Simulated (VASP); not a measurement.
# LuSi2Ru2 in VASP: a series of runs

Runs on LuSi2Ru2. Level: PBE. Tasks: single point.

Everything below comes from runs of VASP 6.6.1. Logs are shortened: lines on timing, memory, paths and dates and some standing lists are left out, and cuts for length are marked.

## 1. The structure

The cell holds a amorphous, 5 atoms: a = 3.862 Å, b = 4.533 Å, c = 5.044 Å, α = 92.83°, β = 99.85°, γ = 96.34°.

The cell was built by a generator and needn't be a form met in nature.

## 2. Single point, PBE

The input, INCAR:

```
SYSTEM = LuSi2Ru2
PREC     = Accurate       ! precision mode
ENCUT    = 520            ! plane-wave cutoff, eV
EDIFF    = 1E-6           ! SCF threshold, eV
ISMEAR   = -1             ! smearing method
SIGMA    = 0.1            ! smearing width, eV
LREAL    = .False.        ! projectors in reciprocal space
LASPH    = .True.         ! aspherical terms in the spheres
NELM     = 60             ! most SCF steps
ALGO     = Normal         ! electronic algorithm
ISIF     = 2              ! what is computed and relaxed
LWAVE    = .False.        ! write WAVECAR
LCHARG   = .False.        ! write CHGCAR
GGA      = PE             ! functional
NBANDS   = 38             ! bands
```

The input, KPOINTS:

```
regular mesh
0
Gamma
  4 3 3
  0 0 0
```

The input, POSCAR:

```
LuSi2Ru2
1.0
    3.7070470000     -0.3359360000     -1.0303870000
   -0.0923430000      4.5315130000      0.0658300000
    0.4655830000     -0.3127100000      5.0129390000
Lu Ru Si
1 2 2
Direct
    0.1039592625      0.4741597464      0.2530536152
    0.6990429848      0.3044854079      0.6526202552
    0.5196726493      0.0357791063      0.0702431455
    0.1038193179      0.9888208358      0.5393873733
    0.2657651929      0.6015677561      0.7784337281
```

Potentials or basis: VASP PAW PBE potentials, release 64 (Lu, Ru_pv, Si).

Command:

```console
$ cat potpaw_PBE.64/Lu/POTCAR potpaw_PBE.64/Ru_pv/POTCAR potpaw_PBE.64/Si/POTCAR > POTCAR
$ mpirun -np 1 vasp_std > vasp.out
```

OUTCAR:

```text
SYSTEM = LuSi2Ru2
   PREC = Accurate
   ENCUT = 520
   EDIFF = 1E-6
   ISMEAR = -1
   LREAL = .False.
   LASPH = .True.
   NELM = 60
   ISIF = 2
   GGA = PE

 ion  position               nearest neighbor table
   1  0.104  0.474  0.253-   5 2.64   5 2.65   4 2.68   4 2.69   3 2.83   2 2.84   3 2.90   2 2.98
                             3 3.12   2 3.18
   2  0.699  0.304  0.653-   4 2.35   5 2.41   5 2.41   4 2.53   3 2.64   1 2.84   1 2.98   3 3.06
                             1 3.18
   3  0.520  0.036  0.070-   5 2.41   2 2.64   1 2.83   4 2.86   1 2.90   4 3.01   2 3.06   4 3.08
                             1 3.12   5 3.18
   4  0.104  0.989  0.539-   5 2.26   2 2.35   2 2.53   1 2.68   1 2.69   3 2.86   5 2.93   3 3.01
                             3 3.08
   5  0.266  0.602  0.778-   4 2.26   2 2.41   3 2.41   2 2.41   1 2.64   1 2.65   4 2.93   3 3.18

  LATTYP: Found a triclinic cell.
 ALAT       =     6.2712929967
 B/A-ratio  =     1.2388953503
 C/A-ratio  =     1.0544842620
 COS(alpha) =     0.0072029964
 COS(beta)  =     0.5952014973
 COS(gamma) =     0.7619320323

  Lattice vectors:

 A1 = (   3.7993900000,  -4.8674490000,  -1.0962170000)
 A2 = (   4.2649730000,  -5.1801590000,   3.9167220000)
 A3 = (  -0.3732400000,  -4.2188030000,  -5.0787690000)

Analysis of symmetry for initial positions (statically):
=====================================================================
 Subroutine PRICEL returns:
 Original cell was already a primitive cell.

 Routine SETGRP: Setting up the symmetry group for a
 triclinic supercell.

 Subroutine GETGRP returns: Found  1 space group operations
 (whereof  1 operations were pure point group operations)
 out of a pool of  2 trial point group operations.

The static configuration has the point symmetry C_1 .

Analysis of symmetry for dynamics (positions and initial velocities):
=====================================================================
 Subroutine PRICEL returns:
 Original cell was already a primitive cell.

 Routine SETGRP: Setting up the symmetry group for a
 triclinic supercell.

 Subroutine GETGRP returns: Found  1 space group operations
 (whereof  1 operations were pure point group operations)
 out of a pool of  2 trial point group operations.

The dynamic configuration has the point symmetry C_1 .

 Subroutine INISYM returns: Found  1 space group operations
 (whereof  1 operations are pure point group operations),
 and found     1 'primitive' translations

----------------------------------------------------------------------------------------

                                     Primitive cell

  volume of cell :      86.2647

  direct lattice vectors                    reciprocal lattice vectors
     3.707047000 -0.335936000 -1.030387000     0.263570044  0.005721452 -0.024122491
    -0.092343000  4.531513000  0.065830000     0.023256785  0.220981895  0.011624974
     0.465583000 -0.312710000  5.012939000     0.053870225 -0.001725919  0.194372847

  length of vectors
     3.862220582  4.532931820  5.044215746     0.264733446  0.222506215  0.201707173

  position of ions in fractional coordinates (direct lattice)
     0.103959262  0.474159746  0.253053615
     0.699042985  0.304485408  0.652620255
     0.519672649  0.035779106  0.070243146
     0.103819318  0.988820836  0.539387373
     0.265765193  0.601567756  0.778433728

  ion indices of the primitive-cell ions
   primitive index   ion index
                 1           1
                 2           2
                 3           3
                 4           4
                 5           5

----------------------------------------------------------------------------------------

 KPOINTS: regular mesh

Automatic generation of k-mesh.
 Grid dimensions read from file:
 generate k-points for:    4    3    3

 Generating k-lattice:

  Cartesian coordinates                     Fractional coordinates (reciprocal lattice)
     0.065892511  0.001430363 -0.006030623     0.250000000  0.000000000 -0.000000000
     0.007752262  0.073660632  0.003874991     0.000000000  0.333333333  0.000000000
     0.017956742 -0.000575306  0.064790949    -0.000000000  0.000000000  0.333333333

  Length of vectors
     0.066183362  0.074168738  0.067235724

  Shift w.r.t. Gamma in fractional coordinates (k-lattice)
     0.000000000  0.000000000  0.000000000

 Subroutine IBZKPT returns following result:
 ===========================================

 Found     19 irreducible k-points:

 Following reciprocal coordinates:
            Coordinates               Weight
  0.000000  0.000000  0.000000      1.000000
  0.250000 -0.000000  0.000000      2.000000
  0.500000 -0.000000  0.000000      1.000000
  0.000000  0.333333  0.000000      2.000000
  0.250000  0.333333 -0.000000      2.000000
  0.500000  0.333333 -0.000000      2.000000
[... 11 lines left out ...]
  0.500000 -0.333333  0.333333      2.000000
 -0.250000 -0.333333  0.333333      2.000000
   k-points           NKPTS =     19   k-points in BZ     NKDIM =     19   number of bands    NBANDS=     38
   number of dos      NEDOS =    301   number of ions     NIONS =      5
   total plane-waves  NPLWV =  43200
   dimension x,y,z NGX =    30 NGY =   36 NGZ =   40
   dimension x,y,z NGXF=    60 NGYF=   72 NGZF=   80
   ions per type =               1   2   2
   NGX,Y,Z   is equivalent  to a cutoff of  12.91, 13.20, 13.18 a.u.
   NGXF,Y,Z  is equivalent  to a cutoff of  25.83, 26.41, 26.37 a.u.
 SYSTEM =  LuSi2Ru2
   PREC   = accura    normal or accurate (medium, high low for compatibility)
   ISTART =      0    job   : 0-new  1-cont  2-samecut
   ICHARG =      2    charge: 1-file 2-atom 10-const
   ISPIN  =      1    spin polarized calculation?
   LNONCOLLINEAR =      F non collinear calculations
   LSORBIT =      F    spin-orbit coupling
   LASPH  =      T    aspherical Exc in radial PAW
   ENCUT  =  520.0 eV  38.22 Ry    6.18 a.u.   7.18  8.43  9.38*2*pi/ulx,y,z
   NELM   =     60;   NELMIN=  2; NELMDL= -5     # of ELM steps
   EDIFF  = 0.1E-05   stopping-criterion for ELM
   LREAL  =      F    real-space projection
   EDIFFG = 0.1E-04   stopping-criterion for IOM
   NSW    =      0    number of steps for IOM
   IBRION =     -1    ionic relax: 0-MD 1-quasi-New 2-CG
   NFREE  =      0    steps in history (QN), initial steepest desc. (CG)
   ISIF   =      2    stress and relaxation
   ISYM   =      2    0-nonsym 1-usesym 2-fastsym
   POTIM  = 0.5000    time-step for ionic-motion
   TEBEG  =    0.0;   TEEND  =   0.0 temperature during run
   PSTRESS=    0.0 pullay stress
   NELECT =      61.0000    total number of electrons
   NUPDOWN=      -1.0000    fix difference up-down
   EMIN   =  10.00;   EMAX   =-10.00  energy-range for DOS
   EFERMI =   0.00;   METHOD = LEGACY
   ISMEAR =    -1;   SIGMA  =   0.10  broadening in eV -4-tet -1-fermi 0-gaus
   EFERMI_NEDOS =   21; number of points for ismear=-14 and -15
   IALGO  =     38    algorithm
   IMIX   =      4    mixing-type and parameters
     AMIX     =   0.40;   BMIX     =  1.00
     AMIX_MAG =   1.60;   BMIX_MAG =  1.00
  volume/ion in A,a.u.               =      17.25       116.43
  Fermi-wavevector in a.u.,A,eV,Ry     =   1.458502  2.756170 28.942706  2.127229
  Thomas-Fermi vector in A             =   2.575179
   LORBIT       =      0    0 simple, 1 ext, 2 COOP (PROOUT), +10 PAW based schemes
   GGA     = PE    functional components
   LHFCALC =     F    Hartree Fock is set to
   AEXX    =    0.0000 exact exchange contribution
   IVDW    =     0    specifies the selected vdW correction
   LEPSILON=     F    determine dielectric tensor
   LRPA    =     F    only Hartree local field effects (RPA)
 non-spin polarized calculation
  energy-cutoff  :      520.00
  volume of cell :       86.26
 maximum number of plane-waves:      2340
 NGX is ok and might be reduce to    30
   NGX = 15   NGY = 17   NGZ = 19

 number of electron      60.9999999 magnetization

 Free energy of the ion-electron system (eV)
  ---------------------------------------------------
  ext. energy  EPLUGINS =         0.00000000
  ---------------------------------------------------
  free energy    TOTEN  =       -33.18329086 eV

  energy without entropy =      -33.03534337  energy(sigma->0) =      -33.10931711

 E-fermi :   7.3641     XC(G=0): -11.7811

 val. band max:        7.3501833136   @ k =   0.2500   0.3333  -0.0000
 cond. band min:       7.3670835422   @ k =   0.2500   0.3333   0.3333
 fundamental gap:      0.0169002286
 Fermi energy:         7.3641355348

 k-point     1 :       0.0000    0.0000    0.0000
  band No.  band energies     occupation
      1     -47.9875      2.00000
      2     -34.9832      2.00000
      3     -34.8417      2.00000
      4     -34.7659      2.00000
      5     -34.7572      2.00000
      6     -34.5515      2.00000
[... 30 lines left out ...]
     37      11.5987      0.00000
     38      12.6449      0.00000

 k-point     2 :       0.2500   -0.0000    0.0000
  band No.  band energies     occupation
      1     -47.9866      2.00000
      2     -34.9889      2.00000
      3     -34.8429      2.00000
      4     -34.7667      2.00000
      5     -34.7566      2.00000
      6     -34.5518      2.00000
[... 30 lines left out ...]
     37      11.7658      0.00000
     38      12.4162      0.00000

 k-point     3 :       0.5000   -0.0000    0.0000
  band No.  band energies     occupation
      1     -47.9857      2.00000
      2     -34.9948      2.00000
      3     -34.8438      2.00000
      4     -34.7675      2.00000
      5     -34.7559      2.00000
      6     -34.5520      2.00000
[... 30 lines left out ...]
     37      11.6602      0.00000
     38      12.6022      0.00000

 k-point     4 :       0.0000    0.3333    0.0000
  band No.  band energies     occupation
      1     -47.9875      2.00000
      2     -34.9831      2.00000
      3     -34.8416      2.00000
      4     -34.7654      2.00000
      5     -34.7586      2.00000
      6     -34.5514      2.00000
[... 30 lines left out ...]
     37      12.0223      0.00000
     38      12.6484      0.00000
[... 498 lines left out ...]
      4     -34.7980      2.00000
      5     -34.7328      2.00000
      6     -34.5642      2.00000
[... 30 lines left out ...]
     37      11.3738      0.00000
     38      12.0827      0.00000

 k-point    18 :       0.5000   -0.3333    0.3333
  band No.  band energies     occupation
      1     -47.9854      2.00000
      2     -34.9894      2.00000
      3     -34.8324      2.00000
      4     -34.7973      2.00000
      5     -34.7334      2.00000
      6     -34.5646      2.00000
[... 30 lines left out ...]
     37      11.0260      0.00000
     38      12.9906      0.00000

 k-point    19 :      -0.2500   -0.3333    0.3333
  band No.  band energies     occupation
      1     -47.9865      2.00000
      2     -34.9831      2.00000
      3     -34.8319      2.00000
      4     -34.7969      2.00000
      5     -34.7326      2.00000
      6     -34.5637      2.00000
[... 30 lines left out ...]
     37      11.3945      0.00000
     38      12.8491      0.00000

------------------------ aborting loop because EDIFF is reached ----------------------------------------

  FORCE on cell =-STRESS in cart. coord.  units (eV):
  Direction    XX          YY          ZZ          XY          YZ          ZX
  --------------------------------------------------------------------------------------
  -------------------------------------------------------------------------------------
  Total       -3.2135836      7.3839331      3.7036865      0.5296414     -0.4635031     -2.4885773
  in kB      -59.6852747    137.1403809     68.7878624      9.8369282     -8.6085549    -46.2198710
  external PRESSURE =      48.7476562 kB  Pullay stress =       0.0000000 kB

 VOLUME and BASIS-vectors are now :
 -----------------------------------------------------------------------------
  energy-cutoff  :      520.00
  volume of cell :       86.26
      direct lattice vectors                 reciprocal lattice vectors
     3.707047000 -0.335936000 -1.030387000     0.263570044  0.005721452 -0.024122491
    -0.092343000  4.531513000  0.065830000     0.023256785  0.220981895  0.011624974
     0.465583000 -0.312710000  5.012939000     0.053870225 -0.001725919  0.194372847

 POSITION                                       TOTAL-FORCE (eV/Angst)
 -----------------------------------------------------------------------------------
      0.45941      2.03461      1.19264        -0.506946      0.135780     -1.642443
      2.86712      0.94087      2.57130         0.135909     -0.235262      0.414214
      1.95585     -0.03441     -0.18098        -0.732957     -0.100815      0.678104
      0.54468      4.27731      2.66204         0.021093      0.653248     -0.172822
      1.29208      2.39331      3.66800         1.082901     -0.452951      0.722948
 -----------------------------------------------------------------------------------
    total drift:                                0.000030      0.000631      0.000022

  FREE ENERGIE OF THE ION-ELECTRON SYSTEM (eV)
  ---------------------------------------------------
  free  energy   TOTEN  =       -33.1832908584 eV

  energy  without entropy=      -33.0353433706  energy(sigma->0) =      -33.10931711
```

Wall time 57 s (1 thread of Intel Xeon 6975P-C (Granite Rapids), shared host); peak memory 0.23 GiB.

What came out:

| Property | Result |
| --- | --- |
| Free energy | -33.1833 eV |
| Pressure | 4.9 GPa |
| Largest force | 1.724 eV/Å |
| Band gap on the k mesh | none (metal or under the smearing width) |

Forces in eV/Å, atoms in the order of the input:
```
Lu  -0.507  0.136 -1.642
Ru   0.136 -0.235  0.414
Ru  -0.733 -0.101  0.678
Si   0.021  0.653 -0.173
Si   1.083 -0.453  0.723
```

Stress tensor (GPa, compression positive):
```
-5.97  0.98 -4.62
 0.98 13.71 -0.86
-4.62 -0.86  6.88
```

Caveat: the k mesh is coarse (spacing up to 0.47 Å⁻¹), so the values aren't converged. Spin-orbit coupling is left out, which matters for the levels of Lu.

## 3. Single point, PBE

The input, INCAR:

```
ALGO     = Normal         # electronic algorithm
EDIFF    = 1E-7           # SCF threshold, eV
ENCUT    = 520            # plane-wave cutoff, eV
GGA      = PE             # functional
ISIF     = 2              # what is computed and relaxed
ISMEAR   = -1             # smearing method
LASPH    = T              # aspherical terms in the spheres
LCHARG   = F              # write CHGCAR
LREAL    = F              # projectors in reciprocal space
LWAVE    = F              # write WAVECAR
NBANDS   = 38             # bands
NELM     = 100            # most SCF steps
PREC     = Accurate       # precision mode
SIGMA    = 0.1            # smearing width, eV
```

The input, KPOINTS:

```
k-points
0
Gamma
  4 3 3
```

The input, POSCAR:

```
LuSi2Ru2
1.0
    3.7070470000     -0.3359360000     -1.0303870000
   -0.0923430000      4.5315130000      0.0658300000
    0.4655830000     -0.3127100000      5.0129390000
Lu Ru Si
1 2 2
Direct
    0.0957460403      0.4714467323      0.2519953139
    0.7124192608      0.3073617909      0.6566584828
    0.5195940198      0.0383784089      0.0661568937
    0.0885586181      0.9927586331      0.5373592912
    0.2843384537      0.5948259687      0.7872280618
```

Potentials or basis: VASP PAW PBE potentials, release 64 (Lu, Ru_pv, Si).

Command:

```console
$ cat potpaw_PBE.64/Lu/POTCAR potpaw_PBE.64/Ru_pv/POTCAR potpaw_PBE.64/Si/POTCAR > POTCAR
$ mpirun -np 1 vasp_std > vasp.out
```

Run time: 57 s. Hardware: 1 thread of Intel Xeon 6975P-C (Granite Rapids), shared host; peak memory 0.23 GiB.

Results (log left out):

| Item | Value |
| --- | --- |
| Free energy | -33.2354 eV |
| Pressure | 4.9 GPa |
| Largest force | 1.456 eV/Å |
| Band gap on the k mesh | none (metal or under the smearing width) |

Forces in eV/Å, atoms in the order of the input:
```
Lu  -0.309  0.512 -1.328
Ru  -0.215  0.033  0.546
Ru  -0.855 -0.029  0.587
Si   0.703 -0.685 -0.064
Si   0.676  0.169  0.259
```

Stress tensor (GPa, compression positive):
```
-5.64  0.12 -7.10
 0.12 12.93  0.93
-7.10  0.93  7.48
```

Levels at points of the mesh, in eV from the Fermi level:
```csv
k point,band 27,band 28,band 29,band 30,band 31,band 32,band 33,band 34,band 35,band 36
"(0.00, 0.00, 0.00)",-1.35,-1.22,-0.95,-0.65,-0.32,0.42,1.08,2.23,2.97,3.68
"(0.50, 0.00, 0.00)",-1.63,-1.24,-1.03,-0.46,-0.06,0.50,1.54,1.73,2.97,3.61
```

Caveat: the k mesh is coarse (spacing up to 0.47 Å⁻¹), so the values aren't converged. Spin-orbit coupling is left out, which matters for the levels of Lu.
